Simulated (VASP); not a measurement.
VASP ran on this input.

File POSCAR:
```
MoSe2
1.0
  1.6649040000  -2.8836990000   0.0000000000
  1.6649040000   2.8836990000   0.0000000000
  0.0000000000   0.0000000000  13.0864530000
Mo Se
2 4
Cartesian
  1.6649040000   0.9612349225   3.2716132500
  1.6649040000  -0.9612349225   9.8148397500
  1.6649040000   0.9612349225  11.5029921870
  1.6649040000  -0.9612349225   4.9597656870
  1.6649040000  -0.9612349225   1.5834608130
  1.6649040000   0.9612349225   8.1266873130
```

**INCAR**
```
SYSTEM = MoSe2
PREC = Accurate; ENCUT = 300; LREAL = .FALSE.
LASPH = .TRUE.
EDIFF = 1E-6; NELM = 100; ALGO = Normal
LMAXMIX = 4
ISMEAR = -1; SIGMA = 0.02
GGA = PE
ISIF = 2
LWAVE = .FALSE.; LCHARG = .FALSE.
```

File KPOINTS:
```
Automatic mesh
0
Gamma
5 5 1
0 0 0
```

POTCAR, in this order: Mo_sv Se (PBE.64 set). Program: vasp_std.

Q: Write an equivalent input for Ansatz.

A: One equivalent input (not run):
Ansatz 0.2 input:
```yaml
crystal:
  lattice:
    - [1.6649040, -2.8836990, 0.0000000]
    - [1.6649040, 2.8836990, 0.0000000]
    - [0.0000000, 0.0000000, 13.0864530]
  atoms:
    - { symbol: Mo, position: [0.3333330, 0.6666670, 0.2500000] }
    - { symbol: Mo, position: [0.6666670, 0.3333330, 0.7500000] }
    - { symbol: Se, position: [0.3333330, 0.6666670, 0.8790000] }
    - { symbol: Se, position: [0.6666670, 0.3333330, 0.3790000] }
    - { symbol: Se, position: [0.6666670, 0.3333330, 0.1210000] }
    - { symbol: Se, position: [0.3333330, 0.6666670, 0.6210000] }
kpoints:
  mp_grid: { grid: [5, 5, 1] }
hamiltonian:
  xc: pbe
  pseudopotentials: { kind: paw }
scf:
  occupations: { method: fermi_dirac, width: 0.02 }
  max_iter: 100
output: { forces: true, stress: true, eigenvalues: true }
```
Limits of the translation: each code has its own PAW files, so the cut-off isn't converted (ENCUT is set for VASP's; basis.ecutwfc is left out, and Ansatz then takes the one that its files recommend); Ansatz stops its SCF on the density residual and VASP on the energy change (EDIFF).

The structure is a typed MoSe2 crystal. The cell was not relaxed at this level. The k-mesh is coarse (spacing up to 0.48 per Å, 2π included), so the numbers may not be converged in it.
